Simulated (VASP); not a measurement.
## CoNiSb: single point with RPBE

The system is CoNiSb.

```xyz
6
Lattice="4.2433 0.0000 0.0000 -2.1216 3.6748 0.0000 0.0000 0.0000 5.3802" Properties=species:S:1:pos:R:3 pbc="T T T"
Sb    0.0000    2.4499    1.3451
Sb    2.1216    1.2249    4.0352
Ni    0.0000    2.4499    4.0352
Ni    2.1216    1.2249    1.3451
Co    0.0000    0.0000    0.0000
Co    0.0000    0.0000    2.6901
```

The cell comes from a database or a generator and needn't be the stable form of this composition.

```json
{"Program": "VASP 6.6.1", "Task": "single point", "Functional": "RPBE", "Potentials or basis": "VASP PAW PBE potentials, release 64 (Sb, Ni, Co)", "Cutoff": "500 eV", "k mesh": "7 × 7 × 5", "Occupations": "gaussian, width 0.1 eV", "Spin": "collinear spin, ferromagnetic start", "Starting moments": "[0.0, 0.0, 1.0, 1.0, 2.0, 2.0] μB"}
```

```yaml
Pressure: 4.4 GPa
Band_gap_on_the_k_mesh: none (metal or under the smearing width)
Net_moment: 1.89 μB per cell
Site_moments: Sb -0.00; Ni +0.06; Co +0.94 μB
Valence_electrons_inside_the_program's_atomic_spheres: Sb 2.46; Ni 9.45; Co 8.11
```

Stress tensor (GPa, compression positive):
```
5.11 0.00 0.00
0.00 5.11 0.00
0.00 0.00 3.09
```

Levels at points of the mesh, in eV from the Fermi level:
Spin up:
| k point | band 22 | band 23 | band 24 | band 25 | band 26 | band 27 | band 28 | band 29 |
| --- | --- | --- | --- | --- | --- | --- | --- | --- |
| (0.00, 0.00, 0.00) | -0.87 | -0.18 | 0.86 | 1.51 | 1.66 | 1.66 | 1.67 | 1.67 |
Spin down:
| k point | band 19 | band 20 | band 21 | band 22 | band 23 | band 24 | band 25 | band 26 | band 27 | band 28 |
| --- | --- | --- | --- | --- | --- | --- | --- | --- | --- | --- |
| (0.00, 0.00, 0.00) | -0.55 | -0.55 | 0.15 | 0.15 | 0.81 | 0.85 | 1.49 | 1.69 | 1.69 | 2.13 |

Run time: 110 s on 1 thread of AMD EPYC 9R45 96-Core Processor (Zen 5), with other jobs on the host, peak memory 0.27 GiB.

Caveat: the PAW data sets were made with another functional, which shifts forces and pressure a little. The run has no spin-orbit coupling, so splittings on Sb are missing.
